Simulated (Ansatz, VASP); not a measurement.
# HfO2: VASP beside Ansatz, part 3 of 3

Aim: how closely do two programs agree when they are given the same cell, functional and k mesh? The cell is taken from a series of runs on this material, whose earlier steps may have relaxed, scaled, displaced or heated it; both programs get it as it stands.

VASP 6.6.1 and Ansatz 0.2.0.

So far: Starting point; VASP: zone-centre phonons, LDA.

## 3. Ansatz: zone-centre phonons, LDA

Level of this step: Ansatz beside VASP: Kohn-Sham DFT, plane waves, LDA (Ansatz).

Ansatz runs on its PAW soft_1 files.

The same cell, functional (in two slightly different forms) and mesh now go to Ansatz, which takes its cutoff from its data sets.

input.yaml

```yaml
crystal:
  lattice:
    - [3.5728170637, 0.0, 0.0]
    - [0.0, 3.5728170637, 0.0]
    - [0.0, 0.0, 5.2030110957]
  atoms:
    - { symbol: O, position: [0.0, 0.5, 0.6950411837] }
    - { symbol: O, position: [0.5, 0.0, 0.8049588163] }
    - { symbol: O, position: [0.5, 0.0, 0.3049588163] }
    - { symbol: O, position: [0.0, 0.5, 0.1950411837] }
    - { symbol: Hf, position: [0.5, 0.5, 0.5] }
    - { symbol: Hf, position: [0.0, 0.0, 0.0] }
kpoints:
  mp_grid: { grid: [8, 8, 6] }
hamiltonian:
  xc: lda
  pseudopotentials: { kind: paw, azcp: { folder: soft_1 }, xc_functional: pbe }
scf:
  occupations: { method: fixed }
output:
  eigenvalues: true
phonons:
  method: dfpt
  dielectric: true
  rigid_motions: translations
```

On the command line:

```sh
$ ansatz run input.yaml --threads 8 --pin off --max-ram 16384MiB --backend cpu --events-out ev --progress --plain --runs-dir out
```

Numbers of over 12 decimals in the logs are rounded to 6 here.

Log:

```text
Engine: ansatz 0.2.0, aarch64-unknown-linux-gnu
Pseudopotentials: kind: paw
Pseudopotential: O, paw, valence charge 6, recommended cutoff 420 eV (normal), soft_1/O.paw.azcp
Pseudopotential: Hf, paw, valence charge 26, recommended cutoff 420 eV (normal), soft_1/Hf.paw.azcp
Functional definition: SPW92
  exchange = slater_x
  correlation = pw_c
Crystal: 6 atoms, lattice volume = 66.417 Å³
Basis set: ecut = 420 eV, 1277 PW (Γ), exchange–correlation on 48×48×72 points (8 copies of the dense FFT grid, shifted against one another)
Bands: 46, of which v1, the nominal top of the filled ones, is band 38 counted from 1 (37 counted from 0)
Symmetry: 16 space group operations
k-points: 196 of 384 (irreducible under 1 space group operation, time reversal used)
Non-local potential: O, projectors of the file, l = 0: 2, l = 1: 2, l = 2: 1
Non-local potential: Hf, projectors of the file, l = 0: 3, l = 1: 2, l = 2: 2, l = 3: 3
PAW form: soft (Blöchl's): semilocal exchange-correlation on the pseudo side does not see the compensation charge
PAW frozen core: O, regenerated for the run's functional, and the local potential with it (the file was generated under x = pbe(κ = 0.804, μ = 0.219515), c = pbe(β = 0.066725))
PAW frozen core: Hf, regenerated for the run's functional, and the local potential with it (the file was generated under x = pbe(κ = 0.804, μ = 0.219515), c = pbe(β = 0.066725))
PAW one-centre angular grid: O, 110 points (default); XC on 64 Gauss nodes
PAW one-centre angular grid: Hf, 590 points (default); XC on 64 Gauss nodes
Initial density: superposition of atomic densities (chi_scale 0.1, normalization cell, long waves kept (reshape's long-wave potential 0.00 eV rms))
Initial wavefunctions: pseudopotential atomic-orbital guess
Functional: x = slater, c = lda
SCF iter   1: F=—  HF=-33188.864802 eV  |F-HF|=—  |Δ(HF+E_count)|=         —  Δρ=9.30e-2  dr2=4.49e0  ethr=3.10e-3  ⟨swp⟩=4.2  Hψ=25057  notcnv=0  defer=791
preconditioner: auto → Resta (q_TF=auto, 2.790 Å⁻¹)  ε∞=5.0  [insulator: Δε(μ)=3.525 eV  Ē_g=19.241 eV  n_scr=28 (ndim 8)  ℏωp=38.7 eV  f_vac=0.001  ε∞_Penn≈5.0]
SCF iter   2: F=—  HF=-33187.724500 eV  |F-HF|=—  |Δ(HF+E_count)|=    1.14e0  Δρ=4.16e-2  dr2=1.00e0  ethr=3.10e-3  ⟨swp⟩=2.1  Hψ=18438  notcnv=0  defer=938
SCF iter   3: F=—  HF=-33187.393357 eV  |F-HF|=—  |Δ(HF+E_count)|=   3.31e-1  Δρ=2.19e-2  dr2=2.98e-1  ethr=1.32e-3  ⟨swp⟩=2.0  Hψ=14152  notcnv=0  defer=1154
SCF iter   4: F=—  HF=-33187.303895 eV  |F-HF|=—  |Δ(HF+E_count)|=   8.95e-2  Δρ=7.49e-3  dr2=2.51e-2  ethr=3.92e-4  ⟨swp⟩=2.1  Hψ=16270  notcnv=0  defer=1085
SCF iter   5: F=—  HF=-33187.312916 eV  |F-HF|=—  |Δ(HF+E_count)|=   9.02e-3  Δρ=3.71e-3  dr2=9.04e-3  ethr=3.31e-5  ⟨swp⟩=2.0  Hψ=14529  notcnv=0  defer=1168
SCF iter   6: F=—  HF=-33187.307731 eV  |F-HF|=—  |Δ(HF+E_count)|=   5.18e-3  Δρ=7.45e-4  dr2=3.43e-4  ethr=1.19e-5  ⟨swp⟩=2.0  Hψ=16142  notcnv=0  defer=1172
SCF iter   7: F=—  HF=-33187.308210 eV  |F-HF|=—  |Δ(HF+E_count)|=   4.79e-4  Δρ=4.42e-4  dr2=1.03e-4  ethr=4.51e-7  ⟨swp⟩=2.0  Hψ=15797  notcnv=0  defer=791
SCF iter   8: F=—  HF=-33187.308202 eV  |F-HF|=—  |Δ(HF+E_count)|=   7.78e-6  Δρ=5.41e-5  dr2=1.35e-6  ethr=1.36e-7  ⟨swp⟩=2.0  Hψ=13800  notcnv=0  defer=729
SCF iter   9: F=—  HF=-33187.308203 eV  |F-HF|=—  |Δ(HF+E_count)|=   1.19e-6  Δρ=7.29e-6  dr2=2.50e-8  ethr=1.77e-9  ⟨swp⟩=2.3  Hψ=15036  notcnv=0  defer=727
SCF iter  10: F=—  HF=-33187.308203 eV  |F-HF|=—  |Δ(HF+E_count)|=   6.32e-9  Δρ=1.11e-6  dr2=3.96e-10  ethr=3.29e-11  ⟨swp⟩=2.3  Hψ=15783  notcnv=0  defer=727
SCF iter  11: F=-33187.308203 eV  HF=-33187.308203 eV  |F-HF|=3.64e-11  |Δ(HF+E_count)|=  1.38e-10  Δρ=2.03e-7  dr2=1.98e-11  ethr=1.00e-12  ⟨swp⟩=14.9  Hψ=64959  notcnv=0
SCF 1 converged in 11 iterations: F = -33187.308203 eV  dr2 = 1.98e-11
  greatest PAW one-centre occupation: 0.999 electrons in one spin orbital (limit 2), on the Hf atom at site 5 (counted from 0), in its partial waves of l = 3
DFPT response loops at Γ: preconditioner auto → Resta (q_TF=auto, 2.790 Å⁻¹)  ε∞=3.6 (no band partly filled); β = 1.00, the filter's whole step (`scf.mixing.beta` (0.50) is not read by the response loops at its default; to damp them type it under 1.00, their step now; it binds the ground state too); Broyden in place of MSR1
SCF converged after 11 iterations
Free energy (F): -33187.308203 eV
Harris-Foulkes:  -33187.308203 eV  (|F-HF|=3.64e-11)
Internal energy: -33187.308203 eV  (E = F + TS)
E sigma→0 (E₀):  -33187.308203 eV
Fermi energy:    13.299677 eV
--- Per-component energies (eV) ---
  E_band       = -43.658126
  E_kinetic    = 1482.357784
  E_local      = -14184.718067  (includes V_loc(G=0)·N_el)
  E_nonlocal   = 373.097150
  E_hartree    = 6737.896209
  E_xc         = -809.880010
  E_vxc        = -871.523887  (∫ρ·V_xc dr)
  E_paw        = -15520.890794  (= ΣΔE_a)
  E_vpaw       = -318.666723  (= ΣTr[D̂ρ^β])
  E_aug_tail   = 0.003260  (compensation charges beyond the density's cutoff)
  E_ewald      = -11270.475597
  E_core_change = 5.301862  (= ΣΔE_core)
  E_smearing   = -0.000000  (= −TS)
  E_closure    = 0.000000  (closes the sum)
  Σ components = -33187.308203   (vs F -33187.308203, Δ=0.00e0)
--- Band table (eV; the first three rows and the last of 196) ---
  k-point 0: bands = [... 34 lower, 12.5349, 13.1776, 13.2301, 13.2301, 17.8404, 17.8839, 19.1372, 19.3068, ... 4 higher]
  k-point 1: bands = [... 34 lower, 12.1801, 12.7516, 13.2473, 13.2473, 17.9637, 17.9933, 19.1446, 19.1909, ... 4 higher]
  k-point 2: bands = [... 34 lower, 12.5031, 12.5031, 13.2822, 13.2822, 18.1907, 18.3920, 18.8934, 19.1099, ... 4 higher]
  k-point 195: bands = [... 34 lower, 11.8255, 11.8255, 13.2523, 13.2523, 19.1004, 19.1004, 19.4934, 19.4934, ... 4 higher]
--- Phonons (Γ-DFPT): 5 representative perturbations + reference, on 196 of 384 k-points (Σ response iterations 20) ---
  k mesh reduced under 1 symmetry operation, with k and −k counted as one. Each operation leaves every solved perturbation unchanged. A smaller set is not considered because the run solves the response to a homogeneous field
  ASR residual: 8.636e-5 → 0.000e0 eV/Å²; symmetrization residual: 1.483e-5 eV/Å²
  ASR residual per site (eV/Å²): 8.64e-5 8.64e-5 8.64e-5 8.64e-5 7.57e-5 7.57e-5
  Γ frequencies (cm⁻¹): 0.00 0.00 0.00 37.62 37.62 93.37 93.37 211.88 310.28 310.77 422.05 422.05 455.50 455.50 579.87 633.28 653.72 653.72
  ε∞ (high-frequency dielectric tensor):
        5.358287     0.000000     0.000000
        0.000000     5.358287     0.000000
        0.000000     0.000000     4.785907
  ε⁰ (static dielectric tensor: ions relaxed, cell fixed):
      429.877145     0.000000    -0.000000
        0.000000   429.877145     0.000000
       -0.000000     0.000000    17.608785
  ε⁰ − ε∞ (ionic part):
      424.518858     0.000000    -0.000000
        0.000000   424.518858     0.000000
       -0.000000     0.000000    12.822879
  softest optical mode at Γ: 37.62 cm⁻¹; the repairs (sum rule, projections) moved no ω² at Γ by more than (2.45 cm⁻¹)²
  Born effective charges Z* (e; rows j = field, columns β = displacement):
    site 0:
        -3.51306   -0.00000    0.00000
         0.00000   -2.05244    0.00000
         0.00000    0.00000   -2.37728
    site 1:
        -3.51306   -0.00000    0.00000
         0.00000   -2.05244    0.00000
        -0.00000    0.00000   -2.37728
    site 2:
        -2.05244   -0.00000    0.00000
         0.00000   -3.51306    0.00000
        -0.00000    0.00000   -2.37728
    site 3:
        -2.05244   -0.00000    0.00000
         0.00000   -3.51306    0.00000
         0.00000    0.00000   -2.37728
    site 4:
         5.56550    0.00000    0.00000
        -0.00000    5.56550    0.00000
         0.00000    0.00000    4.75456
    site 5:
[...]
Z* charge neutrality: 1.119e-5 e pre-enforcement
  k-mesh period / interband length: 31.2 Å / 1.40 Å = 22.30 at k = (0.0000, 0.0000, 0.0000), direct gap 4.610 eV — 14 or more, which is no proof of convergence
  optical modes at Γ without the LO–TO term, one row a degenerate level:
      ω (cm⁻¹)  modes    IR ((D/Å)²/amu)
[...]
optical modes at Γ + LO–TO along q̂ = [1.0000, 0.0000, 0.0000]:
      ω (cm⁻¹)  modes    IR ((D/Å)²/amu)
[...]
optical modes at Γ + LO–TO along q̂ = [0.0000, 1.0000, 0.0000]:
      ω (cm⁻¹)  modes    IR ((D/Å)²/amu)
[...]
optical modes at Γ + LO–TO along q̂ = [0.0000, 0.0000, 1.0000]:
      ω (cm⁻¹)  modes    IR ((D/Å)²/amu)
[...]
211.88      1             0.0000
        310.77      1             0.0000
        422.05      2             0.0000
        455.50      2            74.5900
        579.87      1             0.0000
        595.16      1            38.4420
        633.28      1             0.0000
        653.72      2             0.0000
```

## 4. Differences

Known differences besides the potentials themselves: the two LDA forms differ slightly; fixed occupations in Ansatz, narrow Gaussian smearing in VASP; the data sets hold 76 valence electrons in Ansatz (on its PAW soft_1 files) and 44 in VASP; the cutoff is 420 eV in Ansatz and 600 eV in VASP; VASP's log shows a relativistic correction to its local exchange, Ansatz's none. Total energies have different zeros and are not compared.

Both answers:

| quantity | Ansatz | VASP | difference |
| --- | --- | --- | --- |
| ε∞ xx | 5.36 | 5.31 | +0.97 % |
| ε∞ yy | 5.36 | 5.31 | +0.97 % |
| ε∞ zz | 4.79 | 4.74 | +0.89 % |
| Born charge of O1 (mean of the diagonal) (e) | -2.65 | -2.63 | -0.01 |
| Born charge of Hf5 (mean of the diagonal) (e) | 5.30 | 5.27 | +0.03 |
| optical mode 1 to 2 (cm⁻¹) | 37.6 | 44.3 | -6.7 |
| optical mode 3 to 4 (cm⁻¹) | 93.4 | 93.0 | +0.36 % |
| optical mode 5 (cm⁻¹) | 211.9 | 210.1 | +0.84 % |
| optical mode 6 (cm⁻¹) | 310.3 | 308.0 | +0.75 % |
| optical mode 7 (cm⁻¹) | 310.8 | 310.4 | +0.10 % |
| optical mode 8 to 9 (cm⁻¹) | 422.1 | 424.5 | -0.57 % |
| optical mode 10 to 11 (cm⁻¹) | 455.5 | 454.8 | +0.15 % |
| optical mode 12 (cm⁻¹) | 579.9 | 580.4 | -0.09 % |
| optical mode 13 (cm⁻¹) | 633.3 | 633.3 | -0.01 % |
| optical mode 14 to 15 (cm⁻¹) | 653.7 | 653.9 | -0.03 % |

Modes are paired by rising frequency, not by their patterns, so a pair may set unlike modes beside each other; they are those without the splitting of longitudinal modes.

## 5. Outcome

```yaml
r_m_s_difference_of_the_optical_zone_centre_modes_each_program_s_sorted_by_frequency_zone_centre_phonons_lda: 2.7 cm⁻¹
difference_in_eps_infinity_xx_zone_centre_phonons_lda: +1.0 %
```

The r.m.s. difference of the optical zone-centre modes, each program's sorted by frequency is 2.7 cm⁻¹ (zone-centre phonons, LDA). The data sets hold unlike numbers of valence electrons (76 in Ansatz and 44 in VASP), so part of the differences comes from the potentials. Among the rows given in per cent, the largest difference of the zone-centre phonons, LDA pair is in ε∞ xx, +1.0 %. Such differences can come from data sets, numerical settings and the points named under the comparisons, not from the functional's error against experiment.

[Lines on the potential files, build, host, timing and source positions are cut from VASP's logs without a mark.]

[Logs are printed without paths, hosts, clocks, repeated set-up lines and the standing remarks that a program may print on its own settings, such as how far it seeks lower states.]

[Hosts, paths, dates, database ids (printed as entryN), source tags and the programs' standing remarks are cut or masked in the printed files.]
